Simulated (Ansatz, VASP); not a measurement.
One calculation of RbHgBr2, two programs

```
Rb Hg Br
1.0
     5.87365    0.00000    0.00000
     0.00000    5.87365    0.00000
     0.00000    0.00000    4.51688
Rb Hg Br
1 1 2
Cartesian
  2.9368 2.9368 2.2584
  0.0000 0.0000 0.0000
  2.9368 0.0000 0.0000
  0.0000 2.9368 0.0000
```

Alike in both runs: functional PBE; k mesh 4 × 4 × 4; occupations gaussian, width 0.1 eV; no spin polarisation.

Ansatz relaxed the structure, and its values are those at the end. VASP's run is a single point on that final structure, the one shown.

|  | VASP | Ansatz |
| --- | --- | --- |
| version | VASP 6.6.1 | Ansatz 0.2.0 |
| potentials or method | VASP PAW PBE potentials, release 64 (Rb_sv, Hg, Br) | scalar-relativistic, plane waves, PAW |
| plane-wave cutoff (eV) | 520 | 420 |
| valence electrons in the cell | 35 | 43 |

|  | VASP | Ansatz | Ansatz less VASP |
| --- | --- | --- | --- |
| gap on the k mesh at the Fermi level (eV) | none | none | - |
| pressure (GPa) | -0.1 | -0.1 | -0.04 |

A gap of «none» marks a metal or a gap that the smearing closes. The two sets of potentials don't hold the same shells in valence.

Caveats: an odd number of electrons without spin polarisation forces a metal; a magnetic or distorted state may lie lower. Spin-orbit coupling is left out, which matters for the levels of Hg.
